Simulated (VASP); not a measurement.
# TiMnClO4 (P4/nmm) in VASP: single point with LDA

Aim: the single point of TiMnClO4 with LDA.

Program: VASP 6.6.1. These are calculated values, not measurements. Logs are shortened: lines on timing, memory, paths and dates and some standing lists are left out, and cuts for length are marked.

**1. The structure**

Symmetry: P4/nmm, No. 129, tetragonal system. The conventional cell has a = 6.634 Å, b = 6.634 Å, c = 5.050 Å, α = 90.00°, β = 90.00°, γ = 90.00°. Around Ti (site symmetry -4m2) lie 4 O at 1.75 Å. Around O (site symmetry m) lie 1 Ti at 1.75 Å and 1 Mn at 1.95 Å. Cl (site symmetry 4mm) is surrounded by 1 Mn at 2.22 Å. Mn (site symmetry 4mm) is surrounded by 4 O at 1.95 Å and 1 Cl at 2.22 Å.

The cell was built by a generator and needn't be a form met in nature.

**2. Single point, LDA**

INCAR reads:

```
ALGO = Fast
EDIFF = 1E-6
ENCUT = 520
GGA = CA
ISIF = 2
ISMEAR = -1
LASPH = True
LCHARG = False
LREAL = False
LWAVE = False
NBANDS = 69
NELM = 100
PREC = Accurate
SIGMA = 0.1
```

KPOINTS reads:

```
k-points
0
Gamma
  5 5 7
```

POSCAR reads:

```
TiMnClO4
1.0
    6.6342306000      0.0000000000      0.0000000000
    0.0000000000      6.6342306000      0.0000000000
    0.0000000000      0.0000000000      5.0501295200
Ti O Cl Mn
2 8 2 2
Direct
    0.7500000000      0.2500000000      0.0000000000
    0.2500000000      0.7500000000      0.0000000000
    0.2500000000      0.9608000000      0.2067000000
    0.5392000000      0.2500000000      0.2067000000
    0.2500000000      0.5392000000      0.2067000000
    0.9608000000      0.2500000000      0.2067000000
    0.7500000000      0.0392000000      0.7933000000
    0.0392000000      0.7500000000      0.7933000000
    0.7500000000      0.4608000000      0.7933000000
    0.4608000000      0.7500000000      0.7933000000
    0.2500000000      0.2500000000      0.7091000000
    0.7500000000      0.7500000000      0.2909000000
    0.2500000000      0.2500000000      0.2704000000
    0.7500000000      0.7500000000      0.7296000000
```

Potentials or basis: VASP PAW LDA potentials, release 64 (Ti_sv, O, Cl, Mn_pv).

The run is started by

```
> cat potpaw_LDA.64/Ti_sv/POTCAR potpaw_LDA.64/O/POTCAR potpaw_LDA.64/Cl/POTCAR potpaw_LDA.64/Mn_pv/POTCAR > POTCAR
> mpirun -np 1 vasp_std > vasp.out
```

OUTCAR:

```text
EDIFF = 1E-6
   ENCUT = 520
   GGA = CA
   ISIF = 2
   ISMEAR = -1
   LASPH = True
   LREAL = False
   NELM = 100
   PREC = Accurate

 ion  position               nearest neighbor table
   1  0.750  0.250  0.000-   4 1.75   6 1.75   7 1.75   9 1.75
   2  0.250  0.750  0.000-   3 1.75   5 1.75   8 1.75  10 1.75
   3  0.250  0.961  0.207-   2 1.75  13 1.95
   4  0.539  0.250  0.207-   1 1.75  13 1.95
   5  0.250  0.539  0.207-   2 1.75  13 1.95
   6  0.961  0.250  0.207-   1 1.75  13 1.95
   7  0.750  0.039  0.793-   1 1.75  14 1.95
   8  0.039  0.750  0.793-   2 1.75  14 1.95
   9  0.750  0.461  0.793-   1 1.75  14 1.95
  10  0.461  0.750  0.793-   2 1.75  14 1.95
  11  0.250  0.250  0.709-  13 2.22  13 2.83
  12  0.750  0.750  0.291-  14 2.22  14 2.83
  13  0.250  0.250  0.270-   3 1.95   4 1.95   5 1.95   6 1.95  11 2.22  11 2.83
  14  0.750  0.750  0.730-   7 1.95   8 1.95   9 1.95  10 1.95  12 2.22  12 2.83

  LATTYP: Found a simple tetragonal cell.
 ALAT       =     6.6342306000
 C/A-ratio  =     0.7612230904

  Lattice vectors:

 A1 = (   6.6342306000,   0.0000000000,   0.0000000000)
 A2 = (   0.0000000000,   6.6342306000,   0.0000000000)
 A3 = (   0.0000000000,   0.0000000000,   5.0501295200)

Analysis of symmetry for initial positions (statically):
=====================================================================
 Subroutine PRICEL returns:
 Original cell was already a primitive cell.

 Routine SETGRP: Setting up the symmetry group for a
 simple tetragonal supercell.

 Subroutine GETGRP returns: Found 16 space group operations
 (whereof  4 operations were pure point group operations)
 out of a pool of 16 trial point group operations.

The static configuration has the point symmetry C_2h.
 The point group associated with its full space group is D_4h.

Analysis of symmetry for dynamics (positions and initial velocities):
=====================================================================
 Subroutine PRICEL returns:
 Original cell was already a primitive cell.

 Routine SETGRP: Setting up the symmetry group for a
 simple tetragonal supercell.

 Subroutine GETGRP returns: Found 16 space group operations
 (whereof  4 operations were pure point group operations)
 out of a pool of 16 trial point group operations.
[... 136 lines left out ...]
   NELECT =     112.0000    total number of electrons
   NUPDOWN=      -1.0000    fix difference up-down
   EMIN   =  10.00;   EMAX   =-10.00  energy-range for DOS
   EFERMI =   0.00;   METHOD = LEGACY
   ISMEAR =    -1;   SIGMA  =   0.10  broadening in eV -4-tet -1-fermi 0-gaus
   EFERMI_NEDOS =   21; number of points for ismear=-14 and -15
   IALGO  =     68    algorithm
   IMIX   =      4    mixing-type and parameters
     AMIX     =   0.40;   BMIX     =  1.00
     AMIX_MAG =   1.60;   BMIX_MAG =  1.00
  volume/ion in A,a.u.               =      15.88       107.14
  Fermi-wavevector in a.u.,A,eV,Ry     =   1.302726  2.461794 23.090367  1.697094
  Thomas-Fermi vector in A             =   2.433775
   LORBIT       =      0    0 simple, 1 ext, 2 COOP (PROOUT), +10 PAW based schemes
   GGA     = CA    functional components
   LHFCALC =     F    Hartree Fock is set to
   AEXX    =    0.0000 exact exchange contribution
   IVDW    =     0    specifies the selected vdW correction
   LEPSILON=     F    determine dielectric tensor
   LRPA    =     F    only Hartree local field effects (RPA)
 non-spin polarized calculation
 RMM-DIIS sequential band-by-band and
  energy-cutoff  :      520.00
  volume of cell :      222.27
 maximum number of plane-waves:      6043
 NGX is ok and might be reduce to    50
   NGX = 25   NGY = 25   NGZ = 19

 number of electron     111.9999969 magnetization

 Free energy of the ion-electron system (eV)
  ---------------------------------------------------
  ext. energy  EPLUGINS =         0.00000000
  ---------------------------------------------------
  free energy    TOTEN  =      -107.79082465 eV

  energy without entropy =     -107.29771018  energy(sigma->0) =     -107.54426741

 E-fermi :   0.5665     XC(G=0):  -9.7785

 val. band max:        0.5649403396   @ k =   0.4000   0.0000   0.4286
 cond. band min:       0.5688977706   @ k =   0.4000   0.2000   0.2857
 fundamental gap:      0.0039574310
 Fermi energy:         0.5664531612

 k-point     1 :       0.0000    0.0000    0.0000
  band No.  band energies     occupation
      1     -54.1696      2.00000
      2     -54.1695      2.00000
      3     -48.1156      2.00000
      4     -48.1156      2.00000
      5     -48.1156      2.00000
      6     -48.1156      2.00000
[... 1693 lines left out ...]
     67       5.6325      0.00000
     68       5.6860      0.00000
 [bands above 68 left out]

------------------------ aborting loop because EDIFF is reached ----------------------------------------

  FORCE on cell =-STRESS in cart. coord.  units (eV):
  Direction    XX          YY          ZZ          XY          YZ          ZX
  --------------------------------------------------------------------------------------
  -------------------------------------------------------------------------------------
  Total      -18.0987441    -18.0987441     -1.8321046      0.0000000     -0.0000000      0.0000000
  in kB     -130.4594003   -130.4594003    -13.2061800      0.0000000     -0.0000000      0.0000000
  external PRESSURE =     -91.3749936 kB  Pullay stress =       0.0000000 kB

 VOLUME and BASIS-vectors are now :
 -----------------------------------------------------------------------------
  energy-cutoff  :      520.00
  volume of cell :      222.27
      direct lattice vectors                 reciprocal lattice vectors
     6.634230600  0.000000000  0.000000000     0.150733380  0.000000000  0.000000000
     0.000000000  6.634230600  0.000000000     0.000000000  0.150733380  0.000000000
     0.000000000  0.000000000  5.050129520     0.000000000  0.000000000  0.198014723

 POSITION                                       TOTAL-FORCE (eV/Angst)
 -----------------------------------------------------------------------------------
      4.97567      1.65856      0.00000        -0.000000     -0.000000      0.000000
      1.65856      4.97567      0.00000         0.000000     -0.000000      0.000000
      1.65856      6.37417      1.04386        -0.000000      4.479110      1.505881
      3.57718      1.65856      1.04386        -4.479110     -0.000000      1.505881
      1.65856      3.57718      1.04386         0.000000     -4.479110      1.505881
      6.37417      1.65856      1.04386         4.479110     -0.000000      1.505881
      4.97567      0.26006      4.00627         0.000000     -4.479110     -1.505881
      0.26006      4.97567      4.00627        -4.479110      0.000000     -1.505881
      4.97567      3.05705      4.00627        -0.000000      4.479110     -1.505881
      3.05705      4.97567      4.00627         4.479110      0.000000     -1.505881
      1.65856      1.65856      3.58105         0.000000     -0.000000     -1.436456
      4.97567      4.97567      1.46908        -0.000000     -0.000000      1.436456
      1.65856      1.65856      1.36556        -0.000000     -0.000000     -0.601177
      4.97567      4.97567      3.68457         0.000000     -0.000000      0.601177
 -----------------------------------------------------------------------------------
    total drift:                                0.000000     -0.000000     -0.000000

  FREE ENERGIE OF THE ION-ELECTRON SYSTEM (eV)
  ---------------------------------------------------
  free  energy   TOTEN  =      -107.7908246457 eV

  energy  without entropy=     -107.2977101773  energy(sigma->0) =     -107.54426741
```

It took 11 min on 1 thread of Intel Xeon Platinum 8488C (Sapphire Rapids), shared host; peak memory 0.44 GiB.

Results:

| Quantity | Value |
| --- | --- |
| Free energy | -107.7908 eV |
| Pressure | -9.1 GPa |
| Largest force | 4.725 eV/Å |
| Band gap on the k mesh | none (metal or under the smearing width) |

Forces in eV/Å, atoms in the order of the input:
```
Ti   0.000  0.000  0.000
Ti   0.000  0.000  0.000
O    0.000  4.479  1.506
O   -4.479  0.000  1.506
O    0.000 -4.479  1.506
O    4.479  0.000  1.506
O    0.000 -4.479 -1.506
O   -4.479  0.000 -1.506
O    0.000  4.479 -1.506
O    4.479  0.000 -1.506
Cl   0.000  0.000 -1.436
Cl   0.000  0.000  1.436
Mn   0.000  0.000 -0.601
Mn   0.000  0.000  0.601
```

Stress tensor (GPa, compression positive):
```
-13.05   0.00   0.00
  0.00 -13.05   0.00
  0.00   0.00  -1.32
```

Levels at points of the mesh, in eV from the Fermi level:
| k point | band 54 | band 55 | band 56 | band 57 | band 58 | band 59 |
| --- | --- | --- | --- | --- | --- | --- |
| (0.00, 0.00, 0.00) | -0.30 | -0.26 | -0.12 | 0.05 | 0.42 | 0.42 |

Caveat: the run has no spin polarisation, though such a crystal can be magnetic; semilocal functionals often make such compounds metallic where correlation or magnetic order opens a gap, which also shifts bond lengths; forces of over 1 eV/Å show positions far from the minimum, so gaps and moduli don't describe the material at rest.
